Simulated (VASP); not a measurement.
These are r2SCAN meta-GGA, VASP's PBE PAW potentials (set 64) (plane waves; VASP) values and carry that method's errors.

A VASP calculation is set up with these files.

File POSCAR:
```
Hf
1
    0.0000000000     2.2389390000     2.2389390000
    2.2389390000     0.0000000000     2.2389390000
    2.2389390000     2.2389390000     0.0000000000
Hf
1
Direct
  0.0000000000   0.0000000000   0.0000000000
```

**INCAR**
```
SYSTEM = Hf
PREC = Accurate
ENCUT = 400
EDIFF = 1E-6
NELM = 100
ALGO = Normal
LREAL = .FALSE.
LASPH = .TRUE.
ISMEAR = 1
SIGMA = 0.1
METAGGA = R2SCAN
LMIXTAU = .TRUE.
LMAXMIX = 6
LWAVE = .FALSE.
LCHARG = .FALSE.
IBRION = 2
ISIF = 3
NSW = 60
EDIFFG = -0.01
```

File KPOINTS:
```
K-points
0
gamma
13 13 13
0 0 0
```

POTCAR, in this order: Hf_pv (PBE.64 set). Program: vasp_std.

The resulting files:

File OSZICAR:
```
       N       E                     dE             d eps       ncg     rms          rms(c)
DAV:   1    -0.333581526656E+02   -0.33358E+02   -0.54849E+03  1544   0.874E+02
DAV:   2    -0.476963734205E+02   -0.14338E+02   -0.14023E+02  2407   0.117E+02
DAV:   3    -0.479056950955E+02   -0.20932E+00   -0.20743E+00  1746   0.109E+01
DAV:   4    -0.479069937515E+02   -0.12987E-02   -0.12971E-02  2010   0.889E-01
DAV:   5    -0.479070032662E+02   -0.95148E-05   -0.95142E-05  1851   0.480E-02    0.503E+01
DAV:   6    -0.447414780559E+02    0.31655E+01   -0.75615E-01  1563   0.864E+00    0.272E+01
DAV:   7    -0.453261362492E+02   -0.58466E+00   -0.48216E-01  1512   0.730E+00    0.713E+00
DAV:   8    -0.446017911255E+02    0.72435E+00   -0.51251E-01  1540   0.695E+00    0.311E+00
DAV:   9    -0.450160080959E+02   -0.41422E+00   -0.24573E-01  1547   0.328E+00    0.982E-01
DAV:  10    -0.450528379233E+02   -0.36830E-01   -0.84917E-03  1565   0.868E-01    0.769E-01
DAV:  11    -0.450615668287E+02   -0.87289E-02   -0.13064E-03  1565   0.325E-01    0.216E-01
DAV:  12    -0.450638713578E+02   -0.23045E-02   -0.12426E-03  1523   0.317E-01    0.519E-02
DAV:  13    -0.450638224077E+02    0.48950E-04   -0.36835E-04  1532   0.181E-01    0.967E-02
DAV:  14    -0.450637265166E+02    0.95891E-04   -0.34533E-05  1609   0.495E-02    0.238E-02
DAV:  15    -0.450637393102E+02   -0.12794E-04   -0.58254E-06  1559   0.287E-02    0.524E-02
DAV:  16    -0.450637341390E+02    0.51713E-05   -0.49108E-06  1536   0.191E-02    0.192E-02
DAV:  17    -0.450637320117E+02    0.21273E-05   -0.40664E-07   759   0.540E-03    0.158E-02
DAV:  18    -0.450637315873E+02    0.42439E-06   -0.20147E-07   759   0.396E-03
   1 F= -.45063732E+02 E0= -.45063161E+02  d E =-.450637E+02
       N       E                     dE             d eps       ncg     rms          rms(c)
DAV:   1    -0.450742669014E+02   -0.10535E-01   -0.30316E-01  1514   0.522E+00    0.947E-01
DAV:   2    -0.450654581408E+02    0.88088E-02   -0.12481E-02  1514   0.117E+00    0.335E-01
DAV:   3    -0.450632707019E+02    0.21874E-02   -0.92843E-03  1579   0.823E-01    0.189E-01
DAV:   4    -0.450636944714E+02   -0.42377E-03   -0.52056E-04  1745   0.254E-01    0.111E-01
DAV:   5    -0.450635929534E+02    0.10152E-03   -0.11209E-04  1563   0.112E-01    0.261E-02
DAV:   6    -0.450636825146E+02   -0.89561E-04   -0.15007E-04  1553   0.134E-01    0.177E-02
DAV:   7    -0.450637075076E+02   -0.24993E-04   -0.43210E-05  1521   0.768E-02    0.715E-03
DAV:   8    -0.450637184531E+02   -0.10945E-04   -0.70439E-06  1536   0.315E-02    0.208E-03
DAV:   9    -0.450637181241E+02    0.32898E-06   -0.29609E-08   771   0.178E-03
   2 F= -.45063718E+02 E0= -.45063256E+02  d E =0.134632E-04
       N       E                     dE             d eps       ncg     rms          rms(c)
DAV:   1    -0.450668746691E+02   -0.31562E-02   -0.77394E-02  1514   0.263E+00    0.486E-01
DAV:   2    -0.450646407979E+02    0.22339E-02   -0.32757E-03  1514   0.596E-01    0.169E-01
DAV:   3    -0.450640944155E+02    0.54638E-03   -0.23550E-03  1580   0.413E-01    0.926E-02
DAV:   4    -0.450641959468E+02   -0.10153E-03   -0.13494E-04  1760   0.129E-01    0.536E-02
DAV:   5    -0.450641671892E+02    0.28758E-04   -0.28704E-05  1556   0.571E-02    0.128E-02
DAV:   6    -0.450641835701E+02   -0.16381E-04   -0.36855E-05  1550   0.667E-02    0.881E-03
DAV:   7    -0.450641951090E+02   -0.11539E-04   -0.10957E-05  1521   0.388E-02    0.297E-03
DAV:   8    -0.450641959180E+02   -0.80897E-06   -0.16199E-06  1507   0.152E-02
   3 F= -.45064196E+02 E0= -.45063666E+02  d E =-.464331E-03
```

**OUTCAR**
```
------------------------ aborting loop because EDIFF is reached ----------------------------------------
  FORCE on cell =-STRESS in cart. coord.  units (eV):
  Direction    XX          YY          ZZ          XY          YZ          ZX
  --------------------------------------------------------------------------------------
  Total       -0.0016659     -0.0016659     -0.0016659      0.0000000      0.0000000      0.0000000
  in kB       -0.1198804     -0.1198804     -0.1198804      0.0000000      0.0000000      0.0000000
  external PRESSURE =      -0.1198804 kB  Pullay stress =       0.0000000 kB
  volume of cell :       22.26
      direct lattice vectors                 reciprocal lattice vectors
     0.000000000  2.232859245  2.232859245    -0.223928132  0.223928132  0.223928132
     2.232859245 -0.000000000  2.232859245     0.223928132 -0.223928132  0.223928132
     2.232859245  2.232859245 -0.000000000     0.223928132  0.223928132 -0.223928132
 POSITION                                       TOTAL-FORCE (eV/Angst)
 -----------------------------------------------------------------------------------
      0.00000      0.00000      0.00000         0.000000      0.000000      0.000000
 -----------------------------------------------------------------------------------
    total drift:                               -0.000000      0.000000     -0.000000
  FREE ENERGIE OF THE ION-ELECTRON SYSTEM (eV)
  ---------------------------------------------------
  free  energy   TOTEN  =       -45.0641959180 eV

  energy  without entropy=      -45.0626068320  energy(sigma->0) =      -45.06366622

 reached required accuracy - stopping structural energy minimisation
```
(Selected blocks of OUTCAR.)

**CONTCAR**
```
Hf
   1.00000000000000
     0.0000000000000000    2.2328592446774120    2.2328592446774120
     2.2328592446774120   -0.0000000000000000    2.2328592446774120
     2.2328592446774120    2.2328592446774120   -0.0000000000000000
  Hf
     1
Direct
     0.0000000000000000    0.0000000000000000    0.0000000000000000
```

The structure was generated: Hf was put into the fcc type (Fm-3m), which need not be its known phase. This run relaxes it. Symmetry was kept, so distortions that lower it aren't found.
